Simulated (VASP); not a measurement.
# A VASP study of MnGa4 (optB86b-vdW): structure first, properties next, part 3 of 8

Wanted: the relaxed cell of MnGa4 and its properties. The start is a computed cell from the Materials Project.

VASP 6.6.1, plane waves and PAW; the level of theory is named at each step.

So far. Step 2 (Magnetic order: ferromagnetic): The run ends ferromagnetic with a largest moment of 0.54 μB, and the mesh shows no gap. Step 3 (Magnetic order: antiferromagnetic, q = (0, 0, 1/2)): The energy lies +5.3 meV an atom from the first pattern. The moments fall under 0.1 μB, and the mesh shows no gap.

### 4. Magnetic order: antiferromagnetic, q = (1/2, 1/2, 1/2)

Level of this step: optB86b-vdW, spin-polarised from an antiferromagnetic start; plane waves and PAW (Mn_pv, Ga_d) (VASP).

Next, a pattern with opposite moments, which needs a doubled cell; q is given in the reciprocal vectors of the primitive cell.

The input, INCAR:

```
SYSTEM = MnGa4
PREC = Accurate
ENCUT = 400
EDIFF = 1E-06
NELM = 100
ISMEAR = 1
SIGMA = 0.2
LREAL = .FALSE.
ALGO = Normal
GGA = MK
AGGAC = 0
LUSE_VDW = .TRUE.
PARAM1 = 0.1234
PARAM2 = 1
LASPH = .TRUE.
NBANDS = 85
ISPIN = 2
MAGMOM = 4 -4 0 0 0 0 0 0 0 0
LMAXMIX = 4
LORBIT = 11
LWAVE = .FALSE.
LCHARG = .FALSE.
KPAR = 8
ISIF = 2
```

The input, POSCAR:

```
MnGa4
1.0
   -5.5437287800      5.5437287800      5.5437287800
    0.0000000000      0.0000000000      5.5437287800
    0.0000000000      5.5437287800      0.0000000000
Mn Ga
2 8
Direct
    0.0000000000      0.0000000000      0.0000000000
    0.5000000000      0.0000000000      0.0000000000
    0.7500000000      0.0000000000      0.5000000000
    0.2500000000      0.0000000000      0.5000000000
    0.7500000000      0.5000000000      0.0000000000
    0.2500000000      0.5000000000      0.0000000000
    0.2500000000      0.0000000000      0.0000000000
    0.7500000000      0.0000000000      0.0000000000
    0.7500000000      0.5000000000      0.5000000000
    0.2500000000      0.5000000000      0.5000000000
```

The input, KPOINTS:

```
Automatic mesh
0
Gamma
6 6 6
0 0 0
```

The projector-augmented-wave data sets are Mn_pv and Ga_d (PBE family, release 64).

Run with:

```bash
> mpirun -np 8 vasp_std
```

The log of the run:

```text
[... set-up lines as in an earlier step ...]
 entering main loop
       N       E                     dE             d eps       ncg     rms          rms(c)
DAV:   1     0.134721991791E+04    0.13472E+04   -0.49910E+04  7264   0.249E+03
DAV:   2     0.234338929433E+03   -0.11129E+04   -0.10609E+04  6800   0.677E+02
DAV:   3     0.505638051058E+01   -0.22928E+03   -0.21686E+03  7623   0.216E+02
DAV:   4    -0.107129405474E+02   -0.15769E+02   -0.15447E+02  7904   0.599E+01
DAV:   5    -0.112580675195E+02   -0.54513E+00   -0.54371E+00  8593   0.120E+01    0.241E+01
DAV:   6    -0.163082848089E+02   -0.50502E+01   -0.22206E+01  7313   0.258E+01    0.295E+01
DAV:   7    -0.107629902871E+02    0.55453E+01   -0.23883E+01  7210   0.263E+01    0.991E+00
DAV:   8    -0.103853214325E+02    0.37767E+00   -0.20618E+00  7370   0.684E+00    0.407E+00
DAV:   9    -0.103765970956E+02    0.87243E-02   -0.26525E-01  7900   0.206E+00    0.146E+00
DAV:  10    -0.103533296732E+02    0.23267E-01   -0.11116E-01  7689   0.175E+00    0.835E-01
DAV:  11    -0.103568290342E+02   -0.34994E-02   -0.17497E-02  7701   0.816E-01    0.299E-01
DAV:  12    -0.103577353223E+02   -0.90629E-03   -0.16882E-03  8972   0.199E-01    0.109E-01
DAV:  13    -0.103577798079E+02   -0.44486E-04   -0.42675E-04  7726   0.101E-01    0.489E-02
DAV:  14    -0.103577933413E+02   -0.13533E-04   -0.13679E-04  7204   0.578E-02    0.327E-02
DAV:  15    -0.103578008989E+02   -0.75575E-05   -0.12223E-05  6757   0.160E-02    0.123E-02
DAV:  16    -0.103578016093E+02   -0.71044E-06   -0.20467E-06  5685   0.656E-03
   1 F= -.10357802E+02 E0= -.10355926E+02  d E =-.562617E-02  mag=    -0.0000
```

Elapsed: 2.1 min, on 8 MPI ranks of AMD EPYC 9R45, shared host; peak memory 7.4 GiB.

OUTCAR, selected parts (step 4):

```text
  LATTYP: Found a simple cubic cell.
 ALAT       =     5.5437287800

The static configuration has the point symmetry O_h .

 Found     20 irreducible k-points:

   k-points           NKPTS =     20   k-points in BZ     NKDIM =     20   number of bands    NBANDS=     85

   dimension x,y,z NGX =    64 NGY =   36 NGZ =   36
   dimension x,y,z NGXF=   128 NGYF=   72 NGZF=   72

   ENCUT  =  400.0 eV  29.40 Ry    5.42 a.u.  15.66  9.04  9.04*2*pi/ulx,y,z

   NELECT =     130.0000    total number of electrons

 E-fermi :   6.2576

 spin component 1
 k-point     1 :       0.0000    0.0000    0.0000
  band No.  band energies     occupation
    ...
     63       4.8367      1.00000
     64       4.8367      1.00000
     65       5.0552      1.00000
     66       5.0552      1.00000
     67       5.0552      1.00000
     68       6.4394     -0.01291
     69       6.4394     -0.01292
     70       7.6264     -0.00000
     71       7.6264     -0.00000
     72       7.6264     -0.00000
    ...

 k-point     2 :       0.1667    0.0000    0.0000
  band No.  band energies     occupation
    ...
     63       4.3013      1.00000
     64       4.8625      1.00000
     65       5.4188      1.00000
     66       5.4584      1.00000
     67       5.4585      1.00000
     68       6.4884     -0.03460
     69       6.4978     -0.03537
     70       7.5681     -0.00000
     71       8.0578     -0.00000
     72       8.0578     -0.00000
    ...

 k-point     3 :       0.3333    0.0000    0.0000
  band No.  band energies     occupation
    ...
     63       4.2470      1.00000
     64       4.9357      1.00000
     65       5.5913      1.00001
     66       6.2554      0.50959
     67       6.2554      0.50957
     68       6.5860     -0.02114
     69       6.7506     -0.00135
     70       7.4189     -0.00000
     71       7.8452     -0.00000
     72       8.1800     -0.00000
    ...

 k-point     4 :       0.5000    0.0000    0.0000
  band No.  band energies     occupation
    ...
     61       4.2105      1.00000
     62       4.2105      1.00000
     63       4.2883      1.00000
     64       5.0498      1.00000
     65       5.6319      1.00004
     66       6.6194     -0.01410
     67       7.0465     -0.00000
     68       7.0465     -0.00000
     69       7.2921     -0.00000
     70       7.2921     -0.00000
    ...

Total vdW correction in eV:     25.3838384

  Total       -0.0038021     -0.0038021     -0.0038021      0.0000000      0.0000000      0.0000000
  in kB       -0.0357546     -0.0357546     -0.0357546      0.0000000      0.0000000      0.0000000
  external PRESSURE =      -0.0357546 kB  Pullay stress =       0.0000000 kB

  energy-cutoff  :      400.00
  volume of cell :      170.38
      direct lattice vectors                 reciprocal lattice vectors
    -5.543728780  5.543728780  5.543728780    -0.180384005  0.000000000  0.000000000
     0.000000000  0.000000000  5.543728780     0.180384005  0.000000000  0.180384005
     0.000000000  5.543728780  0.000000000     0.180384005  0.180384005  0.000000000

 POSITION                                       TOTAL-FORCE (eV/Angst)
 -----------------------------------------------------------------------------------
      0.00000      0.00000      0.00000         0.000000      0.000000      0.000000
     -2.77186      2.77186      2.77186        -0.000000      0.000000      0.000000
     -4.15780      6.92966      4.15780        -0.000000     -0.000000      0.000000
     -1.38593      4.15780      1.38593         0.000000     -0.000000     -0.000000
     -4.15780      4.15780      6.92966         0.000000      0.000000      0.000000
     -1.38593      1.38593      4.15780         0.000000      0.000000      0.000000
     -1.38593      1.38593      1.38593         0.000000     -0.000000     -0.000000
     -4.15780      4.15780      4.15780         0.000000      0.000000      0.000000
     -4.15780      6.92966      6.92966         0.000000     -0.000000      0.000000
     -1.38593      4.15780      4.15780        -0.000000      0.000000     -0.000000
 -----------------------------------------------------------------------------------
    total drift:                               -0.000000      0.000000     -0.000000

  FREE ENERGIE OF THE ION-ELECTRON SYSTEM (eV)
  ---------------------------------------------------
  free  energy   TOTEN  =       -10.3578016093 eV

  energy  without entropy=      -10.3521754415  energy(sigma->0) =      -10.35592622

Total vdW correction in eV:     25.3838025

 total charge
# of ion       s       p       d       tot
------------------------------------------
    1        0.336   6.363   5.325  12.023
    2        0.336   6.363   5.325  12.023
    3        0.958   0.765   9.973  11.696
    4        0.958   0.765   9.973  11.696
    5        0.958   0.765   9.973  11.696
    6        0.958   0.765   9.973  11.696
    7        0.958   0.765   9.973  11.696
    8        0.958   0.765   9.973  11.696
    9        0.958   0.765   9.973  11.696
   10        0.958   0.765   9.973  11.696
--------------------------------------------------
tot          8.339  18.842  90.435 117.616

 magnetization (x)
# of ion       s       p       d       tot
------------------------------------------
    1        0.010   0.016   1.046   1.073
    2       -0.010  -0.016  -1.046  -1.073
    3        0.000   0.000   0.000   0.000
    4        0.000   0.000   0.000   0.000
    5        0.000   0.000   0.000   0.000
    6        0.000   0.000   0.000   0.000
    7        0.000   0.000   0.000   0.000
    8        0.000   0.000   0.000   0.000
    9        0.000   0.000   0.000   0.000
   10        0.000   0.000   0.000   0.000
--------------------------------------------------
tot          0.000   0.000   0.000   0.000

[... 1 part as in an earlier step ...]

[... 6 further parts left out ...]
```

This step gave:

```
SCF cycles              : 16
irreducible k-points    : 20
symmetry operations     : 48
free energy (TOTEN)     : -10.36 eV
energy at zero smearing : -10.36 eV
Fermi energy            : 6.258 eV
pressure                : -0.003575 GPa
```

Spin moment in the PAW sphere by atom:

```
atom  spin moment in the PAW sphere (μB)
 Mn1                                1.07
 Mn2                               -1.07
 Ga3                                0.00
 Ga4                                0.00
 Ga5                                0.00
 Ga6                                0.00
 Ga7                                0.00
 Ga8                                0.00
 Ga9                                0.00
Ga10                                0.00
```

The energy lies -2.5 meV an atom from the first pattern. The run ends antiferromagnetic with a largest moment of 1.07 μB, and the mesh shows no gap.

### 5. The orders side by side

This step: collinear orders at optB86b-vdW; plane waves and PAW (VASP 6.6.1).

This step runs nothing: it gathers the runs above.

Patterns, by row:

```
                                 start  atoms  energy less that of the first (meV/atom)  largest site moment (μB)          end state
                         ferromagnetic      5                                         0                      0.54      ferromagnetic
    antiferromagnetic, q = (0, 0, 1/2)     10                                       5.3                      0.05       non-magnetic
antiferromagnetic, q = (1/2, 1/2, 1/2)     10                                      -2.5                      1.07  antiferromagnetic
```

The session goes on in the lowest magnetic state found: antiferromagnetic, q = (1/2, 1/2, 1/2). The next one lies 2.5 meV an atom higher. Differences this small don't decide the order on unrelaxed cells.

### 6. Full relaxation (optB86b-vdW)

This step: optB86b-vdW, spin-polarised from an antiferromagnetic start; plane waves and PAW (Mn_pv, Ga_d) (VASP 6.6.1).

Properties are meant for the cell that this level of theory prefers, so cell and atoms are relaxed first (ISIF = 3) until forces and stress are small; EDIFFG sets the threshold.

INCAR, as its differences from that of step 4:

```diff
@@ -17,3 +17,3 @@
 ISPIN = 2
-MAGMOM = 4 -4 0 0 0 0 0 0 0 0
+MAGMOM = 1.07 -1.07 0 0 0 0 0 0 0 0
 LMAXMIX = 4
@@ -23,2 +23,5 @@
 KPAR = 8
-ISIF = 2
+IBRION = 2
+NSW = 60
+ISIF = 3
+EDIFFG = -0.01
```

POSCAR is that of step 4.

The input, KPOINTS:

```
Automatic mesh
0
Gamma
7 7 7
0 0 0
```

Run with:

```bash
> mpirun -np 8 vasp_std
```

The log of the run:

```text
[... set-up lines as in an earlier step ...]
 entering main loop
       N       E                     dE             d eps       ncg     rms          rms(c)
DAV:   1     0.134697818527E+04    0.13470E+04   -0.49797E+04  7276   0.249E+03
DAV:   2     0.236412275222E+03   -0.11106E+04   -0.10594E+04  6800   0.679E+02
DAV:   3     0.370565668925E+01   -0.23271E+03   -0.21936E+03  7628   0.217E+02
DAV:   4    -0.126245922702E+02   -0.16330E+02   -0.15973E+02  7951   0.606E+01
DAV:   5    -0.131982487627E+02   -0.57366E+00   -0.57207E+00  8536   0.123E+01    0.179E+01
DAV:   6    -0.193587137298E+02   -0.61605E+01   -0.32691E+01  7305   0.280E+01    0.311E+01
DAV:   7    -0.107345040562E+02    0.86242E+01   -0.20831E+01  7227   0.261E+01    0.701E+00
DAV:   8    -0.103534343117E+02    0.38107E+00   -0.18364E+00  7764   0.583E+00    0.262E+00
DAV:   9    -0.103497745435E+02    0.36598E-02   -0.17980E-01  8006   0.193E+00    0.140E+00
DAV:  10    -0.103561268215E+02   -0.63523E-02   -0.39912E-02  8382   0.109E+00    0.593E-01
DAV:  11    -0.103605743747E+02   -0.44476E-02   -0.11676E-02  7697   0.621E-01    0.196E-01
DAV:  12    -0.103609672381E+02   -0.39286E-03   -0.24723E-03  8245   0.198E-01    0.110E-01
DAV:  13    -0.103609735481E+02   -0.63101E-05   -0.17070E-04  8213   0.659E-02    0.408E-02
DAV:  14    -0.103609885868E+02   -0.15039E-04   -0.45012E-05  7246   0.328E-02    0.160E-02
DAV:  15    -0.103609913856E+02   -0.27987E-05   -0.97780E-06  5980   0.142E-02    0.355E-03
DAV:  16    -0.103609912419E+02    0.14371E-06   -0.50843E-07  4008   0.422E-03
   1 F= -.10360991E+02 E0= -.10355551E+02  d E =-.103610E+02  mag=    -0.0000
 curvature:   0.00 expect dE= 0.000E+00 dE for cont linesearch  0.000E+00
 trial: gam= 0.00000 g(F)=  0.529E-56 g(S)=  0.305E-05 ort = 0.000E+00 (trialstep = 0.100E+01)
 search vector abs. value=  0.305E-05
 reached required accuracy - stopping structural energy minimisation
```

Elapsed: 2.1 min, on 8 MPI ranks; peak memory 7.4 GiB; 17 min of CPU time.

OUTCAR, selected parts (step 6):

```text
   NELECT =     130.0000    total number of electrons

 E-fermi :   6.1558

 spin component 1
 k-point     1 :       0.0000    0.0000    0.0000
  band No.  band energies     occupation
    ...
     63       4.8352      1.00000
     64       4.8352      1.00000
     65       5.0555      1.00000
     66       5.0555      1.00000
     67       5.0555      1.00000
     68       6.4288     -0.03298
     69       6.4288     -0.03298
     70       7.6210     -0.00000
     71       7.6210     -0.00000
     72       7.6210     -0.00000
    ...

 k-point     2 :       0.1429    0.0000    0.0000
  band No.  band energies     occupation
    ...
     63       4.3031      1.00000
     64       4.8547      1.00000
     65       5.3619      1.00000
     66       5.3619      1.00000
     67       5.3756      1.00000
     68       6.4638     -0.02585
     69       6.4731     -0.02371
     70       7.5801     -0.00000
     71       7.9401     -0.00000
     72       7.9401     -0.00000
    ...

Total vdW correction in eV:     25.3836823

  Total       -0.0145192     -0.0145192     -0.0145192     -0.0000000     -0.0000000      0.0000000
  in kB       -0.1365362     -0.1365362     -0.1365362     -0.0000000     -0.0000000      0.0000000
  external PRESSURE =      -0.1365362 kB  Pullay stress =       0.0000000 kB

 POSITION                                       TOTAL-FORCE (eV/Angst)
 -----------------------------------------------------------------------------------
      0.00000      0.00000      0.00000         0.000000     -0.000000     -0.000000
     -2.77186      2.77186      2.77186        -0.000000      0.000000     -0.000000
     -4.15780      6.92966      4.15780         0.000000      0.000000      0.000000
     -1.38593      4.15780      1.38593         0.000000      0.000000     -0.000000
     -4.15780      4.15780      6.92966        -0.000000      0.000000     -0.000000
     -1.38593      1.38593      4.15780         0.000000     -0.000000      0.000000
     -1.38593      1.38593      1.38593         0.000000     -0.000000      0.000000
     -4.15780      4.15780      4.15780        -0.000000      0.000000      0.000000
     -4.15780      6.92966      6.92966        -0.000000     -0.000000      0.000000
     -1.38593      4.15780      4.15780         0.000000     -0.000000      0.000000
 -----------------------------------------------------------------------------------
    total drift:                               -0.000000      0.000000     -0.000000

  FREE ENERGIE OF THE ION-ELECTRON SYSTEM (eV)
  ---------------------------------------------------
  free  energy   TOTEN  =       -10.3609912419 eV

  energy  without entropy=      -10.3446692766  energy(sigma->0) =      -10.35555059

Total vdW correction in eV:     25.3836701

 reached required accuracy - stopping structural energy minimisation

 magnetization (x)
# of ion       s       p       d       tot
------------------------------------------
    1        0.010   0.017   1.028   1.055
    2       -0.010  -0.017  -1.028  -1.055
    3        0.000   0.000   0.000   0.000
    4        0.000   0.000   0.000   0.000
    5        0.000   0.000   0.000   0.000
    6        0.000   0.000   0.000   0.000
    7        0.000   0.000   0.000   0.000
    8        0.000   0.000   0.000   0.000
    9        0.000   0.000   0.000   0.000
   10        0.000   0.000   0.000   0.000
--------------------------------------------------
tot          0.000   0.000   0.000   0.000

[... 7 parts as in an earlier step ...]

[... 10 further parts left out ...]
```

CONTCAR:

```
MnGa4
   1.00000000000000
    -5.5437287800000004    5.5437287800000004    5.5437287800000004
     0.0000000000000000    0.0000000000000000    5.5437287800000004
     0.0000000000000000    5.5437287800000004    0.0000000000000000
  Mn              Ga
     2     8
Direct
     0.0000000000000000    0.0000000000000000    0.0000000000000000
     0.5000000000000000    0.0000000000000000    0.0000000000000000
     0.7500000000000000    0.0000000000000000    0.5000000000000000
     0.2500000000000000    0.0000000000000000    0.5000000000000000
     0.7500000000000000    0.5000000000000000    0.0000000000000000
     0.2500000000000000    0.5000000000000000    0.0000000000000000
     0.2500000000000000    0.0000000000000000    0.0000000000000000
     0.7500000000000000    0.0000000000000000    0.0000000000000000
     0.7500000000000000    0.5000000000000000    0.5000000000000000
     0.2500000000000000    0.5000000000000000    0.5000000000000000
```

The magnetic order is the lowest of the few collinear ones that converged above; longer or canted patterns were not tried. The cell is doubled for it, so bands and modes from the zone boundary of the chemical cell fold onto Γ and the labels are those of the larger cell. The run keeps the 48 symmetry operations of its start, so it cannot find a distortion of lower symmetry.

Little changed from the start: no atom moved by 0.005 Å and no cell edge by 0.1 %.

Numbers from this step:

```
Fermi energy                    : 6.156 eV
pressure                        : -0.01365 GPa
SCF cycles over all ionic steps : 16
```

It ends with forces that vanish by symmetry and a pressure of -0.01 GPa.

(Part 3 of 8 ends here.)

[Lines on the potential files, build, host, timing and source positions are cut from VASP's logs without a mark.]

[Logs are printed without paths, hosts, clocks, repeated set-up lines and the standing remarks that a program may print on its own settings, such as how far it seeks lower states.]

[Hosts, paths, dates, database ids (printed as entryN), source tags and the programs' standing remarks are cut or masked in the printed files.]

[A measured line is paired with the nearest computed mode of its activity, which favours agreement.]
